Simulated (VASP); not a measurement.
Data:

```yaml
crystal:
  lattice:
    - [0.00000, 3.14259, 3.14259]
    - [3.14259, 0.00000, 3.14259]
    - [3.14259, 3.14259, 0.00000]
  atoms:
    - { symbol: Se, position: [0.75000, 0.75000, 0.75000] }
    - { symbol: Se, position: [0.50000, 0.50000, 0.50000] }
```

Computed with r2SCAN meta-GGA, VASP's PBE PAW potentials (set 64) (plane waves; VASP 6.6.1). Numerical set-up: 400 eV cut-off, 11×11×11 Γ-centred mesh, tetrahedra with Blöchl corrections, potentials Se.

Question: Give the energies of bands 3 to 9 at the high-symmetry points, in eV from the Fermi level.

Answer: 
```
band      Γ      X      U      L      W
----  -----  -----  -----  -----  -----
3     -3.66  -5.21  -5.64  -4.40  -5.44
4     -3.66  -5.21  -4.98  -4.40  -5.44
5     -3.66  -1.98  -2.18  -4.27  -1.17
6     -0.80  -1.98  -0.65   0.34  -1.17
7     -0.80   2.32   1.70   0.34   1.58
8     -0.80   2.32   1.79   1.84   1.58
9      4.76   6.60   5.66   7.22   6.33
```

It has no gap at this level: it comes out as a metal or semimetal.

The structure was generated: Se was put into the diamond type (Fd-3m), which need not be its known phase. It was relaxed first, which changed the volume by +46 %.
